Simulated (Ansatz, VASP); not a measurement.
**SrB2: VASP beside Ansatz**

```xyz
3
Lattice="0.0000 2.9005 2.9005 2.9005 0.0000 2.9005 2.9005 2.9005 0.0000" Properties=species:S:1:pos:R:3 pbc="T T T"
Sr    4.3508    4.3508    4.3508
B     1.4503    1.4503    1.4503
B     2.9005    2.9005    2.9005
```

Alike in both runs: functional PBE; k mesh 6 × 6 × 6; occupations gaussian, width 0.1 eV; no spin polarisation.

Ansatz relaxed the structure, and its values are those at the end. VASP's run is a single point on that final structure, the one shown.

```csv
,VASP,Ansatz
version,VASP 6.6.1,Ansatz 0.2.0
potentials or method,"VASP PAW PBE potentials, release 64 (Sr_sv, B)","scalar-relativistic, plane waves, PAW"
plane-wave cutoff (eV),520,420
valence electrons in the cell,16,16
```

```csv
,VASP,Ansatz,Ansatz less VASP
gap on the k mesh at the Fermi level (eV),0.83,0.84,+0.010
least direct gap on the mesh (eV),0.94,0.93,-0.019
pressure (GPa),0.2,-0.1,-0.34
```

A k mesh can miss the band edges.
